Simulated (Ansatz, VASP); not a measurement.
# CO2 in two plane-wave programs, part 2 of 2

Aim: how closely do two programs agree when they are given the same cell, functional and k mesh? The cell is taken from a series of runs on this material, whose earlier steps may have relaxed, scaled, displaced or heated it; both programs get it as it stands.

VASP 6.6.1 and Ansatz 0.2.0.

So far: Starting point; VASP: G0W0 gap, PBE.

## (3) Ansatz: G0W0 gap, PBE

Level of this step: Ansatz beside VASP: Kohn-Sham DFT, plane waves, PBE (Ansatz).

Ansatz runs on its PAW soft_1 files.

The same cell, functional and mesh now go to Ansatz, which takes its cutoff from its data sets.

File input.yaml:

```yaml
crystal:
  lattice:
    - [5.49707328, 0.0, 0.0]
    - [0.0, 5.49707328, 0.0]
    - [0.0, 0.0, 5.49707328]
  atoms:
    - { symbol: C, position: [0.0, 0.0, 0.0] }
    - { symbol: C, position: [0.5, 0.0, 0.5] }
    - { symbol: C, position: [0.5, 0.5, 0.0] }
    - { symbol: C, position: [0.0, 0.5, 0.5] }
    - { symbol: O, position: [0.12253698, 0.12253698, 0.12253698] }
    - { symbol: O, position: [0.37746302, 0.87746302, 0.62253698] }
    - { symbol: O, position: [0.62253698, 0.37746302, 0.87746302] }
    - { symbol: O, position: [0.87746302, 0.62253698, 0.37746302] }
    - { symbol: O, position: [0.87746302, 0.87746302, 0.87746302] }
    - { symbol: O, position: [0.62253698, 0.12253698, 0.37746302] }
    - { symbol: O, position: [0.37746302, 0.62253698, 0.12253698] }
    - { symbol: O, position: [0.12253698, 0.37746302, 0.62253698] }
kpoints:
  mp_grid: { grid: [2, 2, 2] }
hamiltonian:
  xc: pbe
  pseudopotentials: { kind: paw, azcp: { folder: soft_1 } }
scf:
  occupations: { method: fixed }
gw:
  n_empty_bands: 692
  ecut_chi: 150.0
  qp_bands: [v4, c4]
  qp_kpoints: band_edges
  screening: { model: contour_deformation }
```

On the command line:

```console
> ansatz run input.yaml --threads 2 --pin off --max-ram 73728MiB --backend cuda --events-out ev --progress --plain --runs-dir out --devices 1 --max-vram 13GiB
```

Numbers of over 12 decimals in the logs are rounded to 6 here.

Output:

```text
GPUs: using 1 of 1 available (devices: 1).
Engine: ansatz 0.2.0, x86_64-unknown-linux-gnu
Pseudopotentials: kind: paw
Pseudopotential: C, paw, valence charge 4, recommended cutoff 420 eV (normal), soft_1/C.paw.azcp
Pseudopotential: O, paw, valence charge 6, recommended cutoff 420 eV (normal), soft_1/O.paw.azcp
Functional definition: PBE
  parameter kappa = 0.804
  parameter beta = 0.066725
  exchange = pbe_x(kappa = kappa, mu = beta*pi^2/3)
  correlation = pbe_c(beta = beta)
device memory: the entry about to start is reckoned to put 1.7 GiB on a device that reports 53.1 GiB free (of which the cap on the GPU budget leaves the run 13.0 GiB)
GPU FFT provider: cuFFT
GPU libraries: cuBLAS 13.8.2, cuFFT 12.4.0, cuSOLVER 12.3.4
Crystal: 12 atoms, lattice volume = 166.110 Å³
Basis set: ecut = 420 eV, 3239 PW (Γ)
Bands: 44, of which v1, the nominal top of the filled ones, is band 32 counted from 1 (31 counted from 0)
Symmetry: 24 space group operations
Space group: Pa-3 (ITA 205), of the structure as read, at distance tolerance 5.5e-5 Å
k-points: 4 of 8
Non-local potential: C, projectors of the file, l = 0: 2, l = 1: 2, l = 2: 1
Non-local potential: O, projectors of the file, l = 0: 2, l = 1: 2, l = 2: 1
PAW form: soft (Blöchl's): semilocal exchange-correlation on the pseudo side does not see the compensation charge
PAW one-centre angular grid: C, 110 points (default); XC on 64 Gauss nodes
PAW one-centre angular grid: O, 110 points (default); XC on 64 Gauss nodes
Initial density: superposition of atomic densities (chi_scale 0.1, normalization cell, long waves kept (reshape's long-wave potential 0.02 eV rms))
Initial wavefunctions: pseudopotential atomic-orbital guess
GPU buffer pool allocated for 64000 grid points (all kernels)
GPU transforms: local potential and band sums: pruned to the plane-wave sphere, on 40×40×40
Functional: x = pbe(κ = 0.804, μ = 0.219515), c = pbe(β = 0.066725)
SCF iter   1: F=—  HF=-5543.038948 eV  |F-HF|=—  |Δ(HF+E_count)|=         —  Δρ=1.00e-1  dr2=1.20e1  ethr=3.10e-3  ⟨swp⟩=4.2  Hψ=617  notcnv=0  defer=21
preconditioner: auto → Resta (q_TF=auto, 2.327 Å⁻¹)  ε∞=2.9  [insulator: Δε(μ)=7.892 eV  Ē_g=16.635 eV  n_scr=32 (ndim 8)  ℏωp=23.0 eV  f_vac=0.064  ε∞_Penn≈2.9]
SCF iter   2: F=—  HF=-5539.931956 eV  |F-HF|=—  |Δ(HF+E_count)|=    3.11e0  Δρ=4.22e-2  dr2=1.60e0  ethr=3.10e-3  ⟨swp⟩=3.0  Hψ=378  notcnv=0  defer=27
SCF iter   3: F=—  HF=-5539.569099 eV  |F-HF|=—  |Δ(HF+E_count)|=   3.63e-1  Δρ=1.69e-2  dr2=3.48e-1  ethr=2.50e-3  ⟨swp⟩=2.2  Hψ=273  notcnv=0  defer=26
SCF iter   4: F=—  HF=-5539.514932 eV  |F-HF|=—  |Δ(HF+E_count)|=   5.42e-2  Δρ=4.24e-3  dr2=1.35e-2  ethr=5.43e-4  ⟨swp⟩=2.2  Hψ=302  notcnv=0  defer=34
SCF iter   5: F=—  HF=-5539.521513 eV  |F-HF|=—  |Δ(HF+E_count)|=   6.58e-3  Δρ=5.36e-4  dr2=4.92e-4  ethr=2.11e-5  ⟨swp⟩=2.5  Hψ=275  notcnv=0  defer=36
SCF iter   6: F=—  HF=-5539.521749 eV  |F-HF|=—  |Δ(HF+E_count)|=   2.35e-4  Δρ=2.13e-4  dr2=4.97e-5  ethr=7.68e-7  ⟨swp⟩=2.0  Hψ=295  notcnv=0  defer=34
SCF iter   7: F=—  HF=-5539.521743 eV  |F-HF|=—  |Δ(HF+E_count)|=   5.63e-6  Δρ=4.16e-5  dr2=2.00e-6  ethr=7.77e-8  ⟨swp⟩=2.0  Hψ=261  notcnv=0  defer=23
SCF iter   8: F=-5539.521743 eV  HF=-5539.521743 eV  |F-HF|=4.72e-9  |Δ(HF+E_count)|=   1.37e-7  Δρ=5.57e-6  dr2=3.36e-8  ethr=1.56e-10  ⟨swp⟩=9.2  Hψ=870  notcnv=0
SCF 1 converged in 8 iterations: F = -5539.521743 eV  dr2 = 3.36e-8
  greatest PAW one-centre occupation: 0.883 electrons in one spin orbital (limit 2), on the O atom at site 11 (counted from 0), in its partial waves of l = 0
device memory: the entry about to start is reckoned to put 2.1 GiB on a device that reports 52.9 GiB free (of which the cap on the GPU budget leaves the run 13.0 GiB)
NSCF: frozen V_eff on 4 k-points
the band table was solved once the SCF had ended and its energy, with any forces and stress, was formed, with the checks that follow a solve (680 applications of the Hamiltonian). They found nothing against the state; the energy, forces and stress were not computed again (output.eigenvalues in the input reference)
device memory: the entry about to start is reckoned to put 4.1 GiB on a device that reports 52.8 GiB free (of which the cap on the GPU budget leaves the run 13.0 GiB)
NSCF: frozen V_eff on 4 k-points
G₀W₀ screening: q 1/4
[... further progress lines ...]
SCF converged after 8 iterations
Free energy (F): -5539.521743 eV
Harris-Foulkes:  -5539.521743 eV  (|F-HF|=4.72e-9)
Internal energy: -5539.521743 eV  (E = F + TS)
E sigma→0 (E₀):  -5539.521743 eV
Fermi energy:    -1.652434 eV
--- Per-component energies (eV) ---
  E_band       = -568.666331
  E_kinetic    = 1681.072949
  E_local      = -4595.341505  (includes V_loc(G=0)·N_el)
  E_nonlocal   = 519.619979
  E_hartree    = 1573.012233
  E_xc         = -744.552333
  E_vxc        = -939.597522  (∫ρ·V_xc dr)
  E_paw        = -1703.663353  (= ΣΔE_a)
  E_vpaw       = -380.462503  (= ΣTr[D̂ρ^β])
  E_aug_tail   = 0.006180  (compensation charges beyond the density's cutoff)
  E_ewald      = -2269.675893
  E_smearing   = -0.000000  (= −TS)
  E_closure    = -0.000000  (closes the sum)
  Σ components = -5539.521743   (vs F -5539.521743, Δ=0.00e0)
--- Band table (eV) ---
  k-point 0: bands = [... 28 lower, -1.8780, -1.8780, -1.6524, -1.6524, 5.2187, 6.3073, 6.3073, 6.3073, ... 8 higher]
  k-point 1: bands = [... 28 lower, -1.9944, -1.9944, -1.7345, -1.7345, 6.2460, 6.2460, 6.5003, 6.5003, ... 8 higher]
  k-point 2: bands = [... 28 lower, -1.9627, -1.9627, -1.9627, -1.9627, 6.2455, 6.2455, 6.2455, 6.2455, ... 8 higher]
  k-point 3: bands = [... 28 lower, -2.0138, -2.0138, -2.0138, -2.0138, 6.2345, 6.2345, 6.2345, 6.2345, ... 8 higher]
--- G₀W₀: contour deformation, 5 samples at zero and on the imaginary axis and 0 off it, 8 q-points, 692 empty bands' worth ---
  eigenvalues of the whole cell's RPA ε∞ on this k-mesh (on a slab, of 1 + 4πα/V) = 1.9452, 1.9452, 1.9452; static W/v taken at q = 0 is 0.514084
  bands read: the sum over 724 bands ends inside a degenerate multiplet in 1 slot, whose members it reads at an even weight; the widest, k=0: bands 724 to 726 (counted from 1) at 1/3 each
  gw.qp_kpoints: band_edges: 4 of 4 stored k-points solved, in 1 pass; an edge of the gap read off the rows below is read off those points alone
    ik  band        ε_KS         Σx   Σc(E_QP)       V_xc       Z   E_QP_lin       E_QP  E_QP is
     0    29     -1.8780   -25.8760     3.2178   -20.4142  0.8140    -4.1606    -4.1219  root
     0    30     -1.8780   -25.8760     3.2178   -20.4142  0.8140    -4.1606    -4.1219  root
     0    31     -1.6524   -26.2247     3.1899   -20.8407  0.8137    -3.8823    -3.8463  root
     0    32     -1.6524   -26.2247     3.1899   -20.8407  0.8137    -3.8823    -3.8463  root
     0    33      5.2187    -6.4686    -3.3097   -11.2590  0.8778     6.7103     6.6994  root
     0    34      6.3073   -11.0059    -3.4427   -17.3055  0.8384     9.2135     9.1642  root
     0    35      6.3073   -11.0059    -3.4427   -17.3055  0.8384     9.2135     9.1642  root
     0    36      6.3073   -11.0059    -3.4427   -17.3055  0.8384     9.2135     9.1642  root
     1    29     -1.9944   -25.7370     3.2405   -20.2305  0.8140    -4.3005    -4.2604  root
     1    30     -1.9944   -25.7370     3.2405   -20.2305  0.8140    -4.3005    -4.2604  root
     1    31     -1.7345   -26.1261     3.2039   -20.7126  0.8137    -3.9809    -3.9440  root
     1    32     -1.7345   -26.1261     3.2039   -20.7126  0.8137    -3.9809    -3.9440  root
     1    33      6.2460   -10.3299    -3.4839   -16.5599  0.8426     9.0368     8.9920  root
     1    34      6.2460   -10.3299    -3.4839   -16.5599  0.8426     9.0368     8.9920  root
     1    35      6.5003   -10.1336    -3.5980   -16.4622  0.8425     9.2770     9.2308  root
     1    36      6.5003   -10.1336    -3.5980   -16.4622  0.8425     9.2770     9.2308  root
     2    29     -1.9627   -25.7887     3.2399   -20.2911  0.8138    -4.2601    -4.2203  root
     2    30     -1.9627   -25.7887     3.2399   -20.2911  0.8138    -4.2601    -4.2203  root
     2    31     -1.9627   -25.7887     3.2399   -20.2911  0.8138    -4.2601    -4.2203  root
     2    32     -1.9627   -25.7887     3.2399   -20.2911  0.8138    -4.2601    -4.2203  root
     2    33      6.2455   -10.2391    -3.4714   -16.4225  0.8435     9.0008     8.9573  root
     2    34      6.2455   -10.2391    -3.4714   -16.4225  0.8435     9.0008     8.9573  root
     2    35      6.2455   -10.2391    -3.4714   -16.4225  0.8435     9.0008     8.9573  root
     2    36      6.2455   -10.2391    -3.4714   -16.4225  0.8435     9.0008     8.9573  root
     3    29     -2.0138   -25.6066     3.2277   -20.1052  0.8144    -4.3279    -4.2875  root
     3    30     -2.0138   -25.6066     3.2277   -20.1052  0.8144    -4.3279    -4.2875  root
     3    31     -2.0138   -25.6066     3.2277   -20.1052  0.8144    -4.3279    -4.2875  root
     3    32     -2.0138   -25.6066     3.2277   -20.1052  0.8144    -4.3279    -4.2875  root
     3    33      6.2345   -10.8974    -3.4242   -17.1563  0.8392     9.1170     9.0692  root
     3    34      6.2345   -10.8974    -3.4242   -17.1563  0.8392     9.1170     9.0692  root
     3    35      6.2345   -10.8974    -3.4242   -17.1563  0.8392     9.1170     9.0692  root
     3    36      6.2345   -10.8974    -3.4242   -17.1563  0.8392     9.1170     9.0692  root
```

## (4) Comparison

Known differences besides the potentials themselves: fixed occupations in Ansatz, narrow Gaussian smearing in VASP; the cutoff is 420 eV in Ansatz and 440 eV in VASP; VASP leaves aspherical gradient terms in its spheres out (LASPH is not set), Ansatz keeps them; Ansatz integrates over frequency by contour deformation, VASP on a grid of NOMEGA points; Ansatz's G0W0 levels solve the quasiparticle equation, VASP's are linearised. Total energies have different zeros and are not compared.

The two programs side by side:

| quantity | Ansatz | VASP | difference |
| --- | --- | --- | --- |
| G0W0 gap on the mesh (eV) | 10.55 | 10.50 | +0.05 |
| Kohn-Sham gap under it (eV) | 6.87 | 6.84 | +0.03 |

## (5) Outcome

| Quantity | Value |
| --- | --- |
| difference in G0W0 gap on the mesh (G0W0 gap, PBE) | 0.049 eV |

The difference in G0W0 gap on the mesh is 0.049 eV (G0W0 gap, PBE). How closely two codes agree says nothing of how well the functional describes the real material.

[Lines on the potential files, build, host, timing and source positions are cut from VASP's logs without a mark.]

[Logs are printed without paths, hosts, clocks, repeated set-up lines and the standing remarks that a program may print on its own settings, such as how far it seeks lower states.]

[Hosts, paths, dates, database ids (printed as entryN), source tags and the programs' standing remarks are cut or masked in the printed files.]
